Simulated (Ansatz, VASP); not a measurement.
# Ni (Nickel) in two plane-wave programs

One calculation is typed for both programs; each brings its own data sets and cutoff. How far apart do they land? The cell is taken from a series of VASP runs on this material, whose earlier steps may have relaxed, scaled or displaced it; both programs get it as it stands.

Method: plane waves, with VASP 6.6.1 beside it; relaxation of cell and atoms at r2SCAN, in Ansatz 0.2.0.

## Step 1: The structure

Symmetry: Fm-3m, No. 225, cubic system. The conventional cell has a = 3.481 Å, b = 3.481 Å, c = 3.481 Å, α = 90.00°, β = 90.00°, γ = 90.00°. Nearest to Ni lie 12 Ni at 2.46 Å.

As a file:

```xyz
1
Lattice="0.0000 1.7406 1.7406 1.7406 0.0000 1.7406 1.7406 1.7406 0.0000" Properties=species:S:1:pos:R:3 pbc="T T T"
Ni    0.0000    0.0000    0.0000
```

## Step 2: VASP: relaxation of cell and atoms, r2SCAN

The relaxed volume is the usual yardstick between codes: its relative difference is about their pressure difference at one cell divided by the bulk modulus.

Lines of VASP's logs that name or quote its potential files are left out, and so is its time.

File INCAR:

```
SYSTEM = Ni
PREC = Accurate
ENCUT = 450
EDIFF = 1E-06
NELM = 100
ISMEAR = 1
SIGMA = 0.1
LREAL = .FALSE.
ALGO = Normal
METAGGA = R2SCAN
LASPH = .TRUE.
NBANDS = 11
ISPIN = 2
MAGMOM = 1
LMAXMIX = 4
LORBIT = 11
LWAVE = .FALSE.
LCHARG = .FALSE.
KPAR = 2
IBRION = 2
NSW = 50
ISIF = 3
EDIFFG = -0.01
```

File POSCAR:

```
Ni
1.0
    0.0000000000      1.7406276863      1.7406276863
    1.7406276863      0.0000000000      1.7406276863
    1.7406276863      1.7406276863      0.0000000000
Ni
1
Direct
    0.0000000000      0.0000000000      0.0000000000
```

File KPOINTS:

```
Automatic mesh
0
Gamma
14 14 14
0 0 0
```

PAW data sets: Ni (PBE family, release 64).

On the command line:

```sh
$ mpirun -np 2 vasp_std
```

Numbers of over 12 decimals in the logs are rounded to 6 here.

Log:

```text
[banner, memory and clock lines left out]
running    2 mpi-ranks, on    1 nodes
 distrk:  each k-point on    1 cores,    2 groups
 distr:  one band on    1 cores,    1 groups

 POSCAR found type information on POSCAR Ni
 POSCAR found :  1 types and       1 ions
|                                                                             |
|               ----> ADVICE to this user running VASP <----                  |
|                                                                             |
|     You enforced a specific xc type in the INCAR file but a different       |
|     [... a line on the potential file left out ...]
|     I HOPE YOU KNOW WHAT YOU ARE DOING!                                     |
|                                                                             |

 LDA part: xc-table for (None), standard interpolation
 POSCAR, INCAR and KPOINTS ok, starting setup
 FFT: planning ... GRIDC
 FFT: planning ... GRID_SOFT
 FFT: planning ... GRID
 WAVECAR not read
 entering main loop
       N       E                     dE             d eps       ncg     rms          rms(c)
DAV:   1     0.189064120799E+02    0.18906E+02   -0.43608E+03  4726   0.109E+03
DAV:   2    -0.134091859787E+02   -0.32316E+02   -0.30399E+02  4803   0.165E+02
DAV:   3    -0.142694500896E+02   -0.86026E+00   -0.85743E+00  5202   0.323E+01
DAV:   4    -0.142772735483E+02   -0.78235E-02   -0.78220E-02  5255   0.271E+00
DAV:   5    -0.142774489776E+02   -0.17543E-03   -0.17543E-03  5432   0.365E-01    0.108E+01
DAV:   6    -0.124424131511E+02    0.18350E+01   -0.20637E+01  5632   0.676E+01    0.743E+00
DAV:   7    -0.119426219686E+02    0.49979E+00   -0.40415E+00  5554   0.249E+01    0.246E+00
DAV:   8    -0.119452244742E+02   -0.26025E-02   -0.38137E-02  5224   0.209E+00    0.123E+00
DAV:   9    -0.119430103966E+02    0.22141E-02   -0.46631E-03  6101   0.682E-01    0.409E-01
DAV:  10    -0.119423651647E+02    0.64523E-03   -0.31726E-03  5812   0.773E-01    0.953E-02
DAV:  11    -0.119424446350E+02   -0.79470E-04   -0.53031E-04  6429   0.312E-01    0.644E-02
DAV:  12    -0.119424457046E+02   -0.10697E-05   -0.20759E-05  5805   0.525E-02    0.248E-02
DAV:  13    -0.119424468520E+02   -0.11474E-05   -0.16563E-05  5452   0.455E-02    0.681E-03
DAV:  14    -0.119424488348E+02   -0.19828E-05   -0.14887E-06  3069   0.148E-02    0.168E-03
DAV:  15    -0.119424487420E+02    0.92813E-07   -0.91288E-08  2480   0.348E-03
   1 F= -.11942449E+02 E0= -.11942546E+02  d E =-.119424E+02  mag=     0.7508
 curvature:   0.00 expect dE= 0.000E+00 dE for cont linesearch  0.000E+00
 trial: gam= 0.00000 g(F)=  0.124E-61 g(S)=  0.218E-04 ort = 0.000E+00 (trialstep = 0.100E+01)
 search vector abs. value=  0.219E-04
 bond charge predicted
       N       E                     dE             d eps       ncg     rms          rms(c)
DAV:   1    -0.119430154085E+02   -0.56657E-03   -0.81744E-03  5641   0.138E+00    0.198E-01
DAV:   2    -0.119425930984E+02    0.42231E-03   -0.73238E-03  5671   0.114E+00    0.109E-01
DAV:   3    -0.119424533361E+02    0.13976E-03   -0.10469E-03  5665   0.442E-01    0.389E-02
DAV:   4    -0.119424496227E+02    0.37134E-05   -0.18407E-05  4994   0.315E-02    0.171E-02
DAV:   5    -0.119424467881E+02    0.28345E-05   -0.44611E-06  5338   0.198E-02    0.441E-03
DAV:   6    -0.119424465758E+02    0.21232E-06   -0.96084E-08  2450   0.364E-03
   2 F= -.11942447E+02 E0= -.11942542E+02  d E =0.216618E-05  mag=     0.7508
 trial-energy change:    0.000002  1 .order    0.000001   -0.000022    0.000023
 step:   0.4834(harm=  0.4834)  dis= 0.00000  next Energy=   -11.942454 (dE=-0.528E-05)
 bond charge predicted
       N       E                     dE             d eps       ncg     rms          rms(c)
DAV:   1    -0.119426021167E+02   -0.15533E-03   -0.21681E-03  5617   0.709E-01    0.102E-01
DAV:   2    -0.119424960806E+02    0.10604E-03   -0.19510E-03  5665   0.588E-01    0.560E-02
DAV:   3    -0.119424555685E+02    0.40512E-04   -0.27804E-04  5653   0.228E-01    0.202E-02
DAV:   4    -0.119424534062E+02    0.21623E-05   -0.50792E-06  4746   0.165E-02    0.881E-03
DAV:   5    -0.119424527641E+02    0.64216E-06   -0.11573E-06  2677   0.103E-02
   3 F= -.11942453E+02 E0= -.11942549E+02  d E =-.402211E-05  mag=     0.7509
 curvature:  -0.24 expect dE=-0.408E-07 dE for cont linesearch -0.408E-07
 trial: gam=-0.08020 g(F)=  0.629E-61 g(S)=  0.169E-06 ort = 0.192E-05 (trialstep = 0.897E+00)
 search vector abs. value=  0.141E-08
 reached required accuracy - stopping structural energy minimisation
```

Parts of OUTCAR (step 2):

```text
ion  position               nearest neighbor table
   1  0.000  0.000  0.000-

  LATTYP: Found a face centered cubic cell.
 ALAT       =     3.4812553726

 Subroutine GETGRP returns: Found 48 space group operations
 (whereof 48 operations were pure point group operations)

The static configuration has the point symmetry O_h .

 Found    104 irreducible k-points:

   k-points           NKPTS =    104   k-points in BZ     NKDIM =    104   number of bands    NBANDS=     11

   dimension x,y,z NGX =    18 NGY =   18 NGZ =   18
   dimension x,y,z NGXF=    36 NGYF=   36 NGZF=   36

   ENCUT  =  450.0 eV  33.07 Ry    5.75 a.u.   4.26  4.26  4.26*2*pi/ulx,y,z

   NELECT =      10.0000    total number of electrons

 k-points in reciprocal lattice and weights: Automatic mesh
   0.00000000  0.00000000  0.00000000       0.000
   0.07142857  0.00000000  0.00000000       0.003
   0.14285714  0.00000000  0.00000000       0.003
   0.21428571  0.00000000  0.00000000       0.003
   0.28571429  0.00000000  0.00000000       0.003
   0.35714286  0.00000000  0.00000000       0.003
   0.42857143  0.00000000  0.00000000       0.003
   0.50000000  0.00000000  0.00000000       0.001
   0.07142857  0.07142857  0.00000000       0.002
[...]
-0.28571429  0.42857143  0.21428571       0.009
  -0.28571429  0.50000000  0.21428571       0.004

 average (electrostatic) potential at core
       1 -86.9885

 E-fermi :   9.7966

 spin component 1
 k-point     1 :       0.0000    0.0000    0.0000
  band No.  band energies     occupation
    ...
      2       6.7252      1.00000
      3       6.7253      1.00000
      4       6.7253      1.00000
      5       8.0711      1.00000
      6       8.0711      1.00000
      7      34.5996      0.00000
      8      39.0015      0.00000
      9      39.0015      0.00000
     10      39.0020      0.00000
     11      41.7249      0.00000

 k-point     2 :       0.0714    0.0000    0.0000
  band No.  band energies     occupation
    ...
      2       6.6730      1.00000
      3       6.7717      1.00000
      4       6.7718      1.00000
      5       8.0517      1.00000
      6       8.0517      1.00000
      7      33.8383      0.00000
      8      36.7453      0.00000
      9      38.4690      0.00000
     10      38.4694      0.00000
     11      42.4890      0.00000

 k-point     3 :       0.1429    0.0000    0.0000
  band No.  band energies     occupation
    ...
      2       6.5432      1.00000
      3       6.8835      1.00000
      4       6.8836      1.00000
      5       8.0193      1.00000
      6       8.0193      1.00000
      7      30.6738      0.00000
      8      35.6490      0.00000
      9      37.6153      0.00000
     10      37.6155      0.00000
     11      43.1614      0.00000

 k-point     4 :       0.2143    0.0000    0.0000
  band No.  band energies     occupation
    ...
      2       6.4251      1.00000
      3       6.9784      1.00000
      4       6.9786      1.00000
      5       8.0500      1.00000
      6       8.0502      1.00000
      7      26.8108      0.00000
      8      35.0725      0.00000
      9      36.9037      0.00000
     10      36.9039      0.00000
     11      43.2360      0.00000

 k-point     5 :       0.2857    0.0000    0.0000
  band No.  band energies     occupation
    ...
      2       6.5149      1.00000
      3       6.9767      1.00000
      4       6.9769      1.00000
      5       8.2071      1.00000
      6       8.2073      1.00000
      7      23.0822      0.00000
      8      34.3698      0.00000
      9      36.4053      0.00000
     10      36.4054      0.00000
     11      41.5767      0.00000

 k-point     6 :       0.3571    0.0000    0.0000
  band No.  band energies     occupation
    ...
      2       6.9046      1.00000
      3       6.9048      1.00000
      4       7.1886      1.00000
      5       8.4347      1.00000
      6       8.4349      1.00000
      7      19.6892      0.00000
      8      33.6831      0.00000
      9      36.1167      0.00000
     10      36.1168      0.00000
     11      40.0571      0.00000

  Total       -0.0010805     -0.0010805     -0.0010805      0.0000000      0.0000000      0.0000000
  in kB       -0.1642654     -0.1642654     -0.1642654      0.0000000      0.0000000      0.0000000
  external PRESSURE =      -0.1642654 kB  Pullay stress =       0.0000000 kB

  energy-cutoff  :      450.00
  volume of cell :       10.54
      direct lattice vectors                 reciprocal lattice vectors
    -0.000000000  1.740128922  1.740128922    -0.287335032  0.287335032  0.287335032
     1.740128922  0.000000000  1.740128922     0.287335032 -0.287335032  0.287335032
     1.740128922  1.740128922  0.000000000     0.287335032  0.287335032 -0.287335032

 POSITION                                       TOTAL-FORCE (eV/Angst)
 -----------------------------------------------------------------------------------
      0.00000      0.00000      0.00000        -0.000000     -0.000000     -0.000000
 -----------------------------------------------------------------------------------
    total drift:                                0.000000      0.000000      0.000000

  FREE ENERGIE OF THE ION-ELECTRON SYSTEM (eV)
  ---------------------------------------------------
  free  energy   TOTEN  =       -11.9424527641 eV

  energy  without entropy=      -11.9427421067  energy(sigma->0) =      -11.94254921

 reached required accuracy - stopping structural energy minimisation

 total charge
# of ion       s       p       d       tot
------------------------------------------
    1        0.530   0.549   8.324   9.403

 magnetization (x)
# of ion       s       p       d       tot
------------------------------------------
    1       -0.009  -0.044   0.823   0.770

[... 6 further parts left out ...]
```

CONTCAR:

```
Ni
   1.00000000000000
    -0.0000000000000000    1.7401289220092433    1.7401289220092433
     1.7401289220092433    0.0000000000000000    1.7401289220092433
     1.7401289220092433    1.7401289220092433    0.0000000000000000
  Ni
     1
Direct
     0.0000000000000000    0.0000000000000000    0.0000000000000000
```

The cell holds one magnetic atom, so no antiferromagnetic order fits into it. SCAN-type functionals tend to overstate the moments of itinerant magnets.

(Part 1 of 2 ends here.)

[Lines on the potential files, build, host, timing and source positions are cut from VASP's logs without a mark.]

[Logs are printed without paths, hosts, clocks, repeated set-up lines and the standing remarks that a program may print on its own settings, such as how far it seeks lower states.]

[Hosts, paths, dates, database ids (printed as entryN), source tags and the programs' standing remarks are cut or masked in the printed files.]
